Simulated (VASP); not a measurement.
All values below come from PBE GGA, VASP's PBE PAW potentials (set 64) (plane waves; VASP 6.6.1).

The input files of a VASP run:

KPOINTS:
```
Regular mesh
0
Gamma
  10 10 5
0 0 0
```

**INCAR**
```
ISIF  =  2   # forces and stress, cell fixed
NELM  =  100
ENCUT  =  400   # plane-wave cut-off (eV)
LREAL  =  .FALSE.   # projection in real space or not
SIGMA  =  0.01   # width (eV)
ALGO  =  Normal   # blocked Davidson
PREC  =  Accurate
LMAXMIX  =  4   # l cut-off of mixed one-centre charges
LCHARG  =  .FALSE.
GGA  =  PE   # PBE
LWAVE  =  .FALSE.
LASPH  =  .TRUE.
EDIFF  =  1E-6   # SCF stop (eV)
SYSTEM  =  GaN
ISMEAR  =  0
```

**POSCAR**
```
GaN
1
    3.1889300000     0.0000000000     0.0000000000
   -1.5944650000     2.7616940000     0.0000000000
    0.0000000000     0.0000000000     5.1923600000
Ga N
2 2
Direct
  0.6666670000   0.3333330000   0.4990800000
  0.3333330000   0.6666670000   0.9990800000
  0.6666670000   0.3333330000   0.8759200000
  0.3333330000   0.6666670000   0.3759200000
```

POTCAR, in this order: Ga_d N (PBE.64 set). Program: vasp_std.

The resulting files:

**OSZICAR**
```
       N       E                     dE             d eps       ncg     rms          rms(c)
DAV:   1     0.251668799798E+03    0.25167E+03   -0.15923E+04  1888   0.259E+03
DAV:   2     0.240239586575E+01   -0.24927E+03   -0.24184E+03  2104   0.469E+02
DAV:   3    -0.271806826496E+02   -0.29583E+02   -0.29362E+02  2112   0.141E+02
DAV:   4    -0.282594705997E+02   -0.10788E+01   -0.10762E+01  2616   0.285E+01
DAV:   5    -0.282750631952E+02   -0.15593E-01   -0.15579E-01  2082   0.297E+00    0.109E+01
DAV:   6    -0.242117737279E+02    0.40633E+01   -0.15285E+01  3308   0.567E+01    0.323E+00
DAV:   7    -0.243269498747E+02   -0.11518E+00   -0.16534E+00  2046   0.102E+01    0.280E+00
DAV:   8    -0.243256099068E+02    0.13400E-02   -0.25665E-01  3000   0.782E+00    0.823E-01
DAV:   9    -0.243051971514E+02    0.20413E-01   -0.10417E-01  3358   0.543E+00    0.348E-01
DAV:  10    -0.243060652710E+02   -0.86812E-03   -0.50562E-03  2102   0.732E-01    0.125E-01
DAV:  11    -0.243060100905E+02    0.55180E-04   -0.13724E-03  2868   0.708E-01    0.225E-02
DAV:  12    -0.243060270280E+02   -0.16937E-04   -0.17382E-04  2000   0.963E-02    0.162E-02
DAV:  13    -0.243060254901E+02    0.15379E-05   -0.31303E-05  2636   0.116E-01    0.522E-03
DAV:  14    -0.243060260437E+02   -0.55359E-06   -0.50820E-06  2166   0.241E-02
   1 F= -.24306026E+02 E0= -.24306026E+02  d E =-.121885E-40
```

**OUTCAR**
```
------------------------ aborting loop because EDIFF is reached ----------------------------------------
  FORCE on cell =-STRESS in cart. coord.  units (eV):
  Direction    XX          YY          ZZ          XY          YZ          ZX
  --------------------------------------------------------------------------------------
  Total        0.4701959      0.4701957      0.5097362      0.0000000      0.0000000      0.0000000
  in kB       16.4741890     16.4741843     17.8595593      0.0000000      0.0000000      0.0000000
  external PRESSURE =      16.9359775 kB  Pullay stress =       0.0000000 kB
  volume of cell :       45.73
      direct lattice vectors                 reciprocal lattice vectors
     3.188930000  0.000000000  0.000000000     0.313584807  0.181048299  0.000000000
    -1.594465000  2.761694000  0.000000000     0.000000000  0.362096597  0.000000000
     0.000000000  0.000000000  5.192360000     0.000000000  0.000000000  0.192590652
  FREE ENERGIE OF THE ION-ELECTRON SYSTEM (eV)
  ---------------------------------------------------
  free  energy   TOTEN  =       -24.3060260437 eV

  energy  without entropy=      -24.3060260437  energy(sigma->0) =      -24.30602604
```
(Selected blocks of OUTCAR.)

File OUTCAR:
```
 val. band max:        5.3138135319   @ k =   0.0000   0.0000   0.0000

 cond. band min:       7.2098096000   @ k =   0.0000   0.0000   0.0000


 Fermi energy:         5.4051866453

 k-point     1 :       0.0000    0.0000    0.0000
  band No.  band energies     occupation
      1     -10.6697      2.00000
      2      -9.7489      2.00000
      3      -8.1234      2.00000
      4      -8.1086      2.00000
      5      -8.1086      2.00000
      6      -8.0474      2.00000
      7      -8.0474      2.00000
      8      -7.8556      2.00000
      9      -7.8556      2.00000
     10      -7.7580      2.00000
     11      -7.7580      2.00000
     12      -6.5310      2.00000
     13      -1.7343      2.00000
     14       4.2785      2.00000
     15       4.2785      2.00000
     16       5.2817      2.00000
     17       5.3138      2.00000
     18       5.3138      2.00000
     19       7.2098      0.00000
     20       9.5501      0.00000
     21      14.5158      0.00000
     22      15.1967      0.00000

 k-point     2 :       0.1000   -0.0000    0.0000
  band No.  band energies     occupation
      1     -10.5721      2.00000
      2      -9.7236      2.00000
      3      -8.1139      2.00000
      4      -8.0943      2.00000
      5      -8.0765      2.00000
      6      -8.0360      2.00000
      7      -8.0279      2.00000
      8      -7.8637      2.00000
      9      -7.8564      2.00000
     10      -7.7745      2.00000
     11      -7.7558      2.00000
     12      -6.4624      2.00000
     13      -1.5922      2.00000
     14       3.5623      2.00000
     15       4.0727      2.00000
     16       4.4774      2.00000
     17       5.1852      2.00000
     18       5.2259      2.00000
     19       7.9762      0.00000
     20      10.1528      0.00000
     21      14.2031      0.00000
     22      14.5891      0.00000

 k-point     3 :       0.2000   -0.0000    0.0000
  band No.  band energies     occupation
      1     -10.3189      2.00000
...
```

At this cut-off the stress carries a Pulay error, which pulls relaxed volumes low.

The structure comes from a computed database's GaN entry (P6_3mc); how it stands against other phases isn't given here. The cell was not relaxed at this level.
